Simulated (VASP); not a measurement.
Given:

```
CELL_PARAMETERS angstrom
      0.00000     2.38882     2.38882
      2.38882     0.00000     2.38882
      2.38882     2.38882     0.00000
ATOMIC_POSITIONS crystal
  B  0.25000 0.25000 0.25000
  As 0.00000 0.00000 0.00000
```

Method: PBEsol GGA, VASP's PBE PAW potentials (set 64) (plane waves; VASP). Numerical set-up: 520 eV cut-off, 11×11×11 Γ-centred mesh, tetrahedra with Blöchl corrections, potentials B As.

Q: What does the run give for the energy per atom (σ→0)?

A: 
```yaml
energy per atom (σ→0): -6.102 eV/atom
```

Only differences to runs with the same potentials and settings are physical.

The structure comes from a computed database's BAs entry (F-43m); how it stands against other phases isn't given here. It was relaxed first.
